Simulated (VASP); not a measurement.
# InAg3 with r2SCAN: from relaxation to properties, part 3 of 5

What structure does InAg3 take at this level, and what are its properties? The start is a cell from a database of measured crystal structures.

VASP 6.6.1; r2SCAN; plane waves and PAW (In_d, Ag).

So far. Step 3 (Second relaxation): It ends with forces that vanish by symmetry and a pressure of 0.08 GPa. The volume moved by under 0.01 %: the run met its threshold at the first step. Step 4 (Single point with fields (r2SCAN)): In this run the pressure is 0.12 GPa, small enough to go on.

**5. Bands along the symmetry lines (r2SCAN)**

Levels along the symmetry lines show where the bands peak and cross; KPOINTS_OPT computes them in the converged potential.

INCAR

```
SYSTEM = InAg3
PREC = Accurate
ENCUT = 400
EDIFF = 1E-06
NELM = 100
ISMEAR = 1
SIGMA = 0.2
LREAL = .FALSE.
ALGO = Normal
METAGGA = R2SCAN
LASPH = .TRUE.
NBANDS = 37
LORBIT = 11
LWAVE = .FALSE.
LCHARG = .FALSE.
KPAR = 4
```

POSCAR

```
InAg3
1.0
    4.1818040889      0.0000000000      0.0000000000
    0.0000000000      4.1818040889      0.0000000000
    0.0000000000      0.0000000000      4.1818040889
In Ag
1 3
Direct
    0.0000000000      0.0000000000      0.0000000000
    0.0000000000      0.5000000000      0.5000000000
    0.5000000000      0.0000000000      0.5000000000
    0.5000000000      0.5000000000      0.0000000000
```

KPOINTS

```
Automatic mesh
0
Gamma
7 7 7
0 0 0
```

KPOINTS_OPT

```
Line mode
16
Line-mode
Reciprocal
  0.00000000   0.00000000   0.00000000 GAMMA
  0.00000000   0.50000000   0.00000000 X

  0.00000000   0.50000000   0.00000000 X
  0.50000000   0.50000000   0.00000000 M

  0.50000000   0.50000000   0.00000000 M
  0.00000000   0.00000000   0.00000000 GAMMA

  0.00000000   0.00000000   0.00000000 GAMMA
  0.50000000   0.50000000   0.50000000 R

  0.50000000   0.50000000   0.50000000 R
  0.00000000   0.50000000   0.00000000 X

  0.50000000   0.50000000   0.00000000 M
  0.50000000   0.50000000   0.50000000 R
```

The projector-augmented-wave data sets are In_d and Ag (PBE family, release 64).

Started as:

```console
$ mpirun -np 4 vasp_std
```

Output:

```text
[... set-up lines as in an earlier step ...]
 entering main loop
       N       E                     dE             d eps       ncg     rms          rms(c)
DAV:   1     0.271658958651E+03    0.27166E+03   -0.18459E+04  1506   0.127E+03
DAV:   2    -0.744464000869E+02   -0.34611E+03   -0.31852E+03  1498   0.343E+02
DAV:   3    -0.993565045725E+02   -0.24910E+02   -0.24368E+02  1665   0.960E+01
DAV:   4    -0.999879837369E+02   -0.63148E+00   -0.63077E+00  1719   0.138E+01
DAV:   5    -0.100017411198E+03   -0.29427E-01   -0.29423E-01  2147   0.306E+00    0.116E+01
DAV:   6    -0.869632011667E+02    0.13054E+02   -0.12842E+01  1659   0.319E+01    0.881E+00
DAV:   7    -0.868432630367E+02    0.11994E+00   -0.39073E-01  1625   0.524E+00    0.491E+00
DAV:   8    -0.868554491595E+02   -0.12186E-01   -0.14014E-01  1672   0.274E+00    0.906E-01
DAV:   9    -0.868470250292E+02    0.84241E-02   -0.27551E-02  1696   0.138E+00    0.136E-01
DAV:  10    -0.868477707791E+02   -0.74575E-03   -0.21714E-03  1961   0.242E-01    0.218E-01
DAV:  11    -0.868477846672E+02   -0.13888E-04   -0.79764E-05  2050   0.369E-02    0.235E-01
DAV:  12    -0.868478831346E+02   -0.98467E-04   -0.16006E-04  1975   0.106E-01    0.128E-01
DAV:  13    -0.868478837015E+02   -0.56697E-06   -0.88913E-06  1683   0.219E-02
   1 F= -.86847884E+02 E0= -.86847845E+02  d E =-.115737E-03
 Start KPOINTS_OPT (optional k-point list driver)
k-point batch [1-20\96]
       N       E                     dE             ncg
DAV:   1     0.928762952481E+04   -0.17491E+04     1498
DAV:   2     0.220301535041E+04   -0.70846E+04     1508
DAV:   3     0.170078508646E+04   -0.50223E+03     1602
DAV:   4     0.168760381227E+04   -0.13181E+02     1803
DAV:   5     0.168702078676E+04   -0.58303E+00     2114
DAV:   6     0.168701323928E+04   -0.75475E-02     1840
DAV:   7     0.168701296911E+04   -0.27017E-03     2151
DAV:   8     0.168701296626E+04   -0.28441E-05     1547
DAV:   9     0.168701296613E+04   -0.13060E-06     1023
[...]
k-point batch [81-96\96]
       N       E                     dE             ncg
DAV:   1     0.109037383296E+05   -0.15560E+05     1210
DAV:   2     0.538844295787E+04   -0.55153E+04     1194
DAV:   3     0.500458217960E+04   -0.38386E+03     1399
DAV:   4     0.499373207408E+04   -0.10850E+02     1491
DAV:   5     0.499324882533E+04   -0.48325E+00     1740
DAV:   6     0.499324380863E+04   -0.50167E-02     1494
DAV:   7     0.499324358054E+04   -0.22809E-03     1711
DAV:   8     0.499324357826E+04   -0.22800E-05     1252
DAV:   9     0.499324357816E+04   -0.10224E-06      947
```

It took 65 s on 4 MPI ranks of Intel Xeon 6975P-C (Granite Rapids), shared host; peak memory 0.76 GiB; 4 min of CPU time.

Parts of OUTCAR (step 5):

```text
   k-points           NKPTS =     20   k-points in BZ     NKDIM =     20   number of bands    NBANDS=     37

   NELECT =      46.0000    total number of electrons

 E-fermi :   8.9290

 k-point     1 :       0.0000    0.0000    0.0000
  band No.  band energies     occupation
    ...
     20       5.3797      2.00000
     21       5.3797      2.00000
     22       8.7496      2.02167
     23       8.7496      2.02167
     24       8.7496      2.02167
     25      12.0937     -0.00000
     26      13.7906      0.00000
     27      13.7906      0.00000
     28      17.4481      0.00000
     29      17.4481      0.00000
    ...

  Total       -0.0103705     -0.0103705     -0.0103705     -0.0000000     -0.0000000      0.0000000
  in kB       -0.2272066     -0.2272066     -0.2272066     -0.0000000     -0.0000000      0.0000000
  external PRESSURE =      -0.2272066 kB  Pullay stress =       0.0000000 kB

  FREE ENERGIE OF THE ION-ELECTRON SYSTEM (eV)
  ---------------------------------------------------
  free  energy   TOTEN  =       -86.8478837015 eV

  energy  without entropy=      -86.8477679647  energy(sigma->0) =      -86.84784512

[... 8 parts as in an earlier step ...]

[... 9 further parts left out ...]
```

Spin-orbit coupling is off here; with elements this heavy it splits and shifts levels by tenths of an eV or more.

This step gave:

```
bands    : 37
pressure : -0.02272 GPa
```

The electronic bands at the labelled points (eV, zero at the Fermi level; # counts the bands kept, so #1 is VASP's band 6):

| point | #16 | #17 | #18 | #19 | #20 | #21 | #22 | #23 |
| --- | --- | --- | --- | --- | --- | --- | --- | --- |
| Γ | -3.55 | -0.18 | -0.18 | -0.18 | 3.17 | 4.86 | 4.86 | 8.52 |
| 0.47 of the way | -3.55 | -2.54 | 0.97 | 0.97 | 3.66 | 5.05 | 7.09 | 7.25 |
| X | -4.14 | -3.55 | 3.31 | 3.31 | 3.64 | 4.50 | 4.50 | 5.86 |
| 0.53 of the way | -3.86 | -3.76 | -0.16 | 0.68 | 4.21 | 5.06 | 5.56 | 6.68 |
| M | -3.28 | -2.50 | -1.83 | -1.83 | 5.64 | 5.88 | 7.18 | 7.18 |
| 0.47 of the way | -3.89 | -2.12 | -1.37 | 2.43 | 2.91 | 4.71 | 7.62 | 7.73 |
| Γ | -3.55 | -0.18 | -0.18 | -0.18 | 3.17 | 4.86 | 4.86 | 8.52 |
| 0.53 of the way | -3.71 | -1.34 | -0.84 | -0.84 | 3.30 | 4.08 | 4.08 | 8.61 |
| R | -2.32 | -2.32 | -2.32 | -0.64 | -0.49 | 1.99 | 1.99 | 1.99 |
| 0.53 of the way | -3.84 | -3.65 | 0.33 | 1.07 | 1.09 | 2.54 | 6.21 | 7.32 |
| X | -4.14 | -3.55 | 3.31 | 3.31 | 3.64 | 4.50 | 4.50 | 5.86 |
| jump to M | -3.28 | -2.50 | -1.83 | -1.83 | 5.64 | 5.88 | 7.18 | 7.18 |
| 0.47 of the way | -3.10 | -1.94 | -1.94 | -1.89 | 2.00 | 3.78 | 3.78 | 4.55 |
| R | -2.32 | -2.32 | -2.32 | -0.64 | -0.49 | 1.99 | 1.99 | 1.99 |

Of the projections kept (In, Ag), the largest for each band there; the rest of the weight can lie on other orbitals:

| point | #16 | #17 | #18 | #19 | #20 | #21 | #22 | #23 |
| --- | --- | --- | --- | --- | --- | --- | --- | --- |
| Γ | Ag 1.00 | Ag 0.54 | Ag 0.55 | Ag 0.55 | In 0.50 | Ag 0.90 | Ag 0.90 | Ag 0.52 |
| X | Ag 1.00 | Ag 1.00 | In 0.53 | In 0.53 | Ag 0.53 | Ag 0.89 | Ag 0.89 | Ag 0.77 |
| M | Ag 0.77 | Ag 0.93 | Ag 0.88 | Ag 0.88 | In 0.67 | In 0.52 | Ag 0.81 | Ag 0.81 |
| Γ | Ag 1.00 | Ag 0.54 | Ag 0.54 | Ag 0.54 | In 0.50 | Ag 0.90 | Ag 0.90 | Ag 0.52 |
| R | Ag 0.51 | Ag 0.51 | Ag 0.51 | Ag 1.00 | In 0.51 | Ag 0.95 | Ag 0.95 | Ag 0.94 |
| X | Ag 1.00 | Ag 1.00 | In 0.53 | In 0.53 | Ag 0.53 | Ag 0.89 | Ag 0.89 | Ag 0.77 |

There is no gap at this level.

**6. Density of states (r2SCAN)**

A density of states needs more k-points than a total energy; ISMEAR = -5 takes tetrahedra, and LORBIT projects the states on the PAW spheres. The mesh is finer than in the run before.

INCAR: that of step 5 with these lines changed.

```diff
@@ -5,3 +5,3 @@
 NELM = 100
-ISMEAR = 1
+ISMEAR = -5
 SIGMA = 0.2
@@ -16 +16,2 @@
 KPAR = 4
+NEDOS = 2001
```

POSCAR is that of step 5.

KPOINTS

```
Automatic mesh
0
Gamma
10 10 10
0 0 0
```

Started as:

```console
$ mpirun -np 4 vasp_std
```

Output:

```text
[... set-up lines as in an earlier step ...]
 entering main loop
       N       E                     dE             d eps       ncg     rms          rms(c)
DAV:   1     0.275637110076E+03    0.27564E+03   -0.18678E+04  4199   0.128E+03
DAV:   2    -0.740410469312E+02   -0.34968E+03   -0.32177E+03  4209   0.342E+02
DAV:   3    -0.993056661947E+02   -0.25265E+02   -0.24753E+02  4677   0.966E+01
DAV:   4    -0.999651779633E+02   -0.65951E+00   -0.65871E+00  4931   0.141E+01
DAV:   5    -0.999952961170E+02   -0.30118E-01   -0.30121E-01  6032   0.303E+00    0.116E+01
DAV:   6    -0.869349667020E+02    0.13060E+02   -0.12962E+01  4658   0.319E+01    0.885E+00
DAV:   7    -0.868083603682E+02    0.12661E+00   -0.40506E-01  4570   0.529E+00    0.492E+00
DAV:   8    -0.868194319293E+02   -0.11072E-01   -0.14396E-01  4673   0.276E+00    0.908E-01
DAV:   9    -0.868112378402E+02    0.81941E-02   -0.28786E-02  4682   0.140E+00    0.128E-01
DAV:  10    -0.868119887669E+02   -0.75093E-03   -0.23507E-03  5629   0.230E-01    0.211E-01
DAV:  11    -0.868120269287E+02   -0.38162E-04   -0.63968E-05  5636   0.359E-02    0.209E-01
DAV:  12    -0.868121208201E+02   -0.93891E-04   -0.81765E-05  4960   0.663E-02    0.953E-02
DAV:  13    -0.868121219884E+02   -0.11684E-05   -0.95359E-05  5411   0.803E-02    0.612E-02
DAV:  14    -0.868121045928E+02    0.17396E-04   -0.24998E-05  4548   0.422E-02    0.929E-03
DAV:  15    -0.868121022793E+02    0.23135E-05   -0.62821E-06  4581   0.185E-02    0.103E-02
DAV:  16    -0.868121031165E+02   -0.83719E-06   -0.28675E-07  2649   0.399E-03
   1 F= -.86812103E+02 E0= -.86812103E+02  d E =0.000000E+00
 -----------------------------------------------------------------------------
|                                                                             |
|           W    W    AA    RRRRR   N    N  II  N    N   GGGG   !!!           |
|           W    W   A  A   R    R  NN   N  II  NN   N  G    G  !!!           |
|           W    W  A    A  R    R  N N  N  II  N N  N  G       !!!           |
|           W WW W  AAAAAA  RRRRR   N  N N  II  N  N N  G  GGG   !            |
|           WW  WW  A    A  R   R   N   NN  II  N   NN  G    G                |
|           W    W  A    A  R    R  N    N  II  N    N   GGGG   !!!           |
|                                                                             |
|     Tetrahedron method does not include variations of the Fermi             |
|     occupations, so forces and stress will be inaccurate. We suggest        |
|     using a different smearing scheme ISMEAR = 1 or 2 for metals in         |
|     relaxations.                                                            |
|                                                                             |
 -----------------------------------------------------------------------------
```

Elapsed: 61 s, on 4 MPI ranks; peak memory 0.84 GiB; 3.8 min of CPU time.

From OUTCAR (step 6):

```text
   k-points           NKPTS =     56   k-points in BZ     NKDIM =     56   number of bands    NBANDS=     37

   NELECT =      46.0000    total number of electrons

 E-fermi :   8.9613

 k-point     1 :       0.0000    0.0000    0.0000
  band No.  band energies     occupation
    ...
     20       5.3767      2.00000
     21       5.3767      2.00000
     22       8.7475      2.00000
     23       8.7475      2.01429
     24       8.7475      2.13696
     25      12.0956      0.00000
     26      13.7929      0.00000
     27      13.7929      0.00000
     28      17.4488      0.00000
     29      17.4488      0.00000
    ...

  Total        0.0571941      0.0571941      0.0571941      0.0000000      0.0000000     -0.0000000
  in kB        1.2530563      1.2530563      1.2530563      0.0000000      0.0000000     -0.0000000
  external PRESSURE =       1.2530563 kB  Pullay stress =       0.0000000 kB

  FREE ENERGIE OF THE ION-ELECTRON SYSTEM (eV)
  ---------------------------------------------------
  free  energy   TOTEN  =       -86.8121031165 eV

  energy  without entropy=      -86.8121031165  energy(sigma->0) =      -86.81210312

[... 7 parts as in an earlier step ...]

[... 10 further parts left out ...]
```

With tetrahedra the forces and stress of a metal are not exact derivatives of the energy.

This step gave:

| Property | Result |
| --- | --- |
| SCF cycles | 16 |
| irreducible k-points | 56 |
| free energy (TOTEN) | -86.8121 eV |
| Fermi energy | 8.961 eV |
| pressure | 0.1253 GPa |
| DOS at the Fermi level | 1.156 states/eV/cell |

The density of states has structure finer than the step of the table below, so its rows give means over 1 eV, whole bins alone (the curve runs from -12.0 to 7.93 eV). Peaks (eV: height): total -6.1: 17.1, -5.5: 11.8, -5.3: 12.8, -4.6: 19.6; Ag d -6.0: 13.6, -5.5: 10.2, -5.3: 11.0, -4.6: 18.1; Ag p -0.8: 0.261, 5.4: 0.307, 7.1: 0.345, 7.9: 0.353; Ag s -6.5: 0.714, -6.1: 0.643, 5.5: 0.33, 7.0: 0.344; In p -6.5: 0.223, -6.1: 0.360, -5.3: 0.178, 7.1: 0.265.

States under -12.0 eV and over 7.9 eV are left out. The density of states by energy, zero at the Fermi level; means over each step; values in states/eV/cell:

| energy (eV) | total | Ag d | Ag p | Ag s | In p | In s |
| --- | --- | --- | --- | --- | --- | --- |
| -11 | 0 | 0 | 0 | 0 | 0 | 0 |
| -10 | 0.00267 | 8.3e-5 | 5.4e-6 | 7.7e-4 | 3.6e-6 | 7.4e-4 |
| -9 | 0.328 | 0.0152 | 0.00774 | 0.0815 | 0.00297 | 0.0925 |
| -8 | 1.50 | 0.356 | 0.0677 | 0.150 | 0.00954 | 0.444 |
| -7 | 0.967 | 0.562 | 0.0182 | 0.0886 | 0.0248 | 0.0598 |
| -6 | 10.6 | 8.54 | 0.125 | 0.327 | 0.189 | 0.0162 |
| -5 | 11.9 | 10.7 | 0.136 | 0.104 | 0.0997 | 0.00965 |
| -4 | 6.86 | 6.20 | 0.0908 | 0.0853 | 0.0341 | 0.0605 |
| -3 | 1.20 | 0.516 | 0.114 | 0.144 | 0.0540 | 0.0733 |
| -2 | 0.901 | 0.263 | 0.120 | 0.0980 | 0.0906 | 0.0527 |
| -1 | 1.20 | 0.313 | 0.182 | 0.133 | 0.145 | 0.0368 |
| 0 | 1.18 | 0.235 | 0.208 | 0.112 | 0.167 | 0.0493 |
| 1 | 1.07 | 0.199 | 0.176 | 0.0995 | 0.155 | 0.0753 |
| 2 | 1.04 | 0.181 | 0.158 | 0.140 | 0.139 | 0.0649 |
| 3 | 1.16 | 0.181 | 0.170 | 0.222 | 0.123 | 0.0524 |
| 4 | 1.37 | 0.172 | 0.210 | 0.281 | 0.0983 | 0.114 |
| 5 | 1.50 | 0.187 | 0.270 | 0.264 | 0.106 | 0.0739 |
| 6 | 1.57 | 0.204 | 0.274 | 0.229 | 0.182 | 0.0456 |
| 7 | 1.79 | 0.212 | 0.312 | 0.271 | 0.221 | 0.0306 |

The finer mesh and the other smearing move the Fermi level by +0.03 eV from the 7×7×7 run, a small shift, which tests the Fermi level alone. Of the states within 0.3 eV of the Fermi level, the largest shares in the PAW spheres are Ag d 20 %, Ag p 18 % and In p 14 %. The rest lies in smaller channels or between the spheres.

**7. Volume scan with r2SCAN**

An equation of state needs energies on both sides of the minimum, all on one mesh and cutoff.

INCAR

```
SYSTEM = InAg3
PREC = Accurate
ENCUT = 400
EDIFF = 1E-06
NELM = 100
ISMEAR = 1
SIGMA = 0.2
LREAL = .FALSE.
ALGO = Normal
METAGGA = R2SCAN
LASPH = .TRUE.
NBANDS = 29
LORBIT = 11
LWAVE = .FALSE.
LCHARG = .FALSE.
KPAR = 4
ISIF = 2
```

POSCAR

```
InAg3
1.0
    4.0964371949      0.0000000000      0.0000000000
    0.0000000000      4.0964371949      0.0000000000
    0.0000000000      0.0000000000      4.0964371949
In Ag
1 3
Direct
    0.0000000000      0.0000000000      0.0000000000
    0.0000000000      0.5000000000      0.5000000000
    0.5000000000      0.0000000000      0.5000000000
    0.5000000000      0.5000000000      0.0000000000
```

KPOINTS

```
Automatic mesh
0
Gamma
7 7 7
0 0 0
```

Started as:

```console
$ mpirun -np 4 vasp_std
```

Output:

```text
[... set-up lines as in an earlier step ...]
 entering main loop
       N       E                     dE             d eps       ncg     rms          rms(c)
DAV:   1     0.284031847603E+03    0.28403E+03   -0.19758E+04  1160   0.167E+03
DAV:   2    -0.761686122045E+02   -0.36020E+03   -0.34160E+03  1239   0.417E+02
DAV:   3    -0.992422646475E+02   -0.23074E+02   -0.22681E+02  1260   0.115E+02
DAV:   4    -0.998135606842E+02   -0.57130E+00   -0.57046E+00  1381   0.166E+01
DAV:   5    -0.998399242028E+02   -0.26364E-01   -0.26362E-01  1665   0.366E+00    0.131E+01
DAV:   6    -0.868366018231E+02    0.13003E+02   -0.16999E+01  1215   0.405E+01    0.925E+00
DAV:   7    -0.867453254895E+02    0.91276E-01   -0.52061E-01  1250   0.677E+00    0.521E+00
DAV:   8    -0.867549796838E+02   -0.96542E-02   -0.16408E-01  1322   0.329E+00    0.866E-01
DAV:   9    -0.867465276790E+02    0.84520E-02   -0.36740E-02  1326   0.183E+00    0.113E-01
DAV:  10    -0.867472597878E+02   -0.73211E-03   -0.21612E-03  1383   0.276E-01    0.178E-01
DAV:  11    -0.867472613127E+02   -0.15248E-05   -0.10851E-04  1675   0.588E-02    0.216E-01
DAV:  12    -0.867473730487E+02   -0.11174E-03   -0.20835E-04  1481   0.156E-01    0.131E-01
DAV:  13    -0.867473835791E+02   -0.10530E-04   -0.29755E-05  1275   0.415E-02    0.872E-02
DAV:  14    -0.867473823857E+02    0.11934E-05   -0.15257E-05  1265   0.301E-02    0.549E-02
DAV:  15    -0.867473808188E+02    0.15669E-05   -0.15673E-06   795   0.129E-02    0.434E-02
DAV:  16    -0.867473792465E+02    0.15723E-05   -0.11469E-06   765   0.116E-02    0.221E-02
DAV:  17    -0.867473790326E+02    0.21390E-06   -0.10715E-07   680   0.333E-03
   1 F= -.86747379E+02 E0= -.86747453E+02  d E =0.222558E-03
```

It took 23 s on 4 MPI ranks; peak memory 0.64 GiB.

Parts of OUTCAR (step 7):

```text
   ENCUT  =  400.0 eV  29.40 Ry    5.42 a.u.   6.68  6.68  6.68*2*pi/ulx,y,z

   NELECT =      46.0000    total number of electrons

 E-fermi :   9.8426

 k-point     1 :       0.0000    0.0000    0.0000
  band No.  band energies     occupation
    ...
     20       6.2371      2.00000
     21       6.2371      2.00000
     22       9.5174      2.04375
     23       9.5174      2.04375
     24       9.5174      2.04375
     25      13.4511     -0.00000
     26      15.0315      0.00000
     27      15.0315      0.00000
     28      18.6247      0.00000
     29      18.6247      0.00000

  Total        3.0665960      3.0665960      3.0665960     -0.0000000     -0.0000000      0.0000000
  in kB       71.4740261     71.4740261     71.4740261     -0.0000000     -0.0000000      0.0000000
  external PRESSURE =      71.4740261 kB  Pullay stress =       0.0000000 kB

 POSITION                                       TOTAL-FORCE (eV/Angst)
 -----------------------------------------------------------------------------------
      0.00000      0.00000      0.00000         0.000000      0.000000      0.000000
      0.00000      2.04822      2.04822         0.000000      0.000000      0.000000
      2.04822      0.00000      2.04822         0.000000      0.000000      0.000000
      2.04822      2.04822      0.00000         0.000000      0.000000      0.000000
 -----------------------------------------------------------------------------------
    total drift:                                0.000000      0.000000      0.000000

  FREE ENERGIE OF THE ION-ELECTRON SYSTEM (eV)
  ---------------------------------------------------
  free  energy   TOTEN  =       -86.7473790326 eV

  energy  without entropy=      -86.7476015906  energy(sigma->0) =      -86.74745322

[... 4 parts as in an earlier step ...]

[... 12 further parts left out ...]
```

The scan keeps the cell's shape and the fractional positions fixed.

This step gave:

```yaml
scf_cycles: 17
bands: 29
irreducible_k_points: 20
free_energy_toten: -86.7474 eV
energy_at_zero_smearing: -86.7475 eV
fermi_energy: 9.843 eV
pressure: 7.147 GPa
```

The pressure here is 7.15 GPa.

(Continued in part 4 of 5.)

[Lines on the potential files, build, host, timing and source positions are cut from VASP's logs without a mark.]

[Logs are printed without paths, hosts, clocks, repeated set-up lines and the standing remarks that a program may print on its own settings, such as how far it seeks lower states.]

[Hosts, paths, dates, database ids (printed as entryN), source tags and the programs' standing remarks are cut or masked in the printed files.]

[A measured line is paired with the nearest computed mode of its activity, which favours agreement.]
